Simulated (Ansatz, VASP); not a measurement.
## LiAlO in VASP and in Ansatz

```
Li Al O
1.0
     3.44499    0.00000    0.00000
     0.00000    3.44499    0.00000
     0.00000    0.00000    5.90804
Li Al O
2 2 2
Direct
  0.50000 0.00000 0.60913
  0.00000 0.50000 0.39087
  0.00000 0.00000 0.00000
  0.50000 0.50000 0.00000
  0.50000 0.00000 0.28875
  0.00000 0.50000 0.71125
```

Change from the starting cell: species swapped into the PrTiGe type (P4/nmm, No. 129).

Alike in both runs: functional PBE; k mesh 6 × 6 × 4; occupations gaussian, width 0.1 eV; no spin polarisation.

Ansatz relaxed the structure, and its values are those at the end. VASP's run is a single point on that final structure, the one shown.

|  | VASP | Ansatz |
| --- | --- | --- |
| version | VASP 6.6.1 | Ansatz 0.2.0 |
| potentials or method | VASP PAW PBE potentials, release 64 (Li_sv, Al, O) | scalar-relativistic, plane waves, PAW |
| plane-wave cutoff (eV) | 520 | 420 |
| valence electrons in the cell | 24 | 24 |

VASP gave:

| Quantity | Value |
| --- | --- |
| gap on the k mesh at the Fermi level (eV) | none |
| rms of the force components (eV/Å) | 0.008 |

Q: Estimate Ansatz's values.

A: gap on the k mesh at the Fermi level (eV): none; rms of the force components (eV/Å): 0.000.

A gap of «none» marks a metal or a gap that the smearing closes.
